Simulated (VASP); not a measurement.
Consider the following.

```
CELL_PARAMETERS angstrom
      1.62361    -2.81217     0.00000
      1.62361     2.81217     0.00000
      0.00000     0.00000     5.23784
ATOMIC_POSITIONS crystal
  Zn 0.66667 0.33333 0.50131
  Zn 0.33333 0.66667 0.00131
  O  0.66667 0.33333 0.88069
  O  0.33333 0.66667 0.38069
```

Calculation: vdW-DF-cx, VASP's PBE PAW potentials (set 64) (plane waves; VASP). Settings: 520 eV cut-off, 9×9×5 Γ-centred mesh, tetrahedra with Blöchl corrections, potentials Zn O.

Problem. Tabulate the total density of states (states/eV per cell) against energy (eV; zero at the valence-band maximum or, without a gap, the Fermi level).

Solution. 
```
E (eV)  DOS (states/eV)
------  ---------------
-9.96              0.00
-9.72              0.00
-9.48              0.00
-9.24              0.00
-9.00              0.00
-8.76              0.00
-8.52              0.00
-8.28              0.00
-8.04              0.00
-7.80              0.00
-7.56              0.00
-7.32              0.00
-7.08              0.00
-6.84              0.00
-6.60              0.00
-6.36              0.00
-6.12              1.45
-5.88              9.61
-5.64              6.15
-5.40              16.1
-5.16              10.9
-4.92              4.47
-4.68              0.39
-4.44              20.8
-4.20              12.2
-3.96              0.54
-3.72              5.02
-3.48              3.89
-3.24              2.54
-3.00              2.07
-2.76              2.59
-2.52              1.81
-2.28              3.35
-2.04              3.49
-1.80              3.17
-1.56              3.56
-1.32              3.87
-1.08              6.02
-0.84              3.87
-0.60              2.41
-0.36              1.63
-0.12              0.54
0.12               0.00
0.36               0.00
0.60               0.00
0.84               0.00
1.08               0.01
1.32               0.02
1.56               0.04
1.80               0.07
2.04               0.10
2.28               0.12
2.52               0.16
2.76               0.19
3.00               0.26
3.24               0.30
3.48               0.32
3.72               0.35
3.96               0.38
4.20               0.48
```
Within 2 eV below the valence-band maximum the largest weight inside VASP's projection spheres is O p, then Zn d.

The compound is ZnO in the wurtzite structure. It was relaxed first.
